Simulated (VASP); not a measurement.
Data:

```xyz
2
Lattice="0.0000 2.9898 2.9898 2.9898 0.0000 2.9898 2.9898 2.9898 0.0000" Properties=species:S:1:pos:R:3 pbc="T T T"
Cu     0.0000     0.0000     0.0000
I      1.4949     1.4949     1.4949
```

The numbers are results of PBE GGA, VASP's PBE PAW potentials (set 64) (plane waves; VASP), not measurements. Settings: 480 eV cut-off, 8×8×8 Γ-centred mesh, Gaussian smearing of 0.050 eV, potentials Cu I.

Unless said otherwise, spin-orbit coupling is left out, though it shifts the bands of the heavy elements here.

Question: Estimate the energy per atom (σ→0), pressure, band gap (on the k-mesh) with the smallest direct gap where there is one.

Answer: 
```
Quantity                                      Value
-----------------------------------  --------------
band gap (on the k-mesh)                    1.26 eV
smallest direct gap (on the k-mesh)         1.26 eV
energy per atom (σ→0)                -2.772 eV/atom
pressure                                   2.17 GPa
```

The absolute energy has meaning only against runs of the same code, potentials and settings.

The compound is CuI in the zinc blende structure. This cell was strained or had an atom moved on purpose.
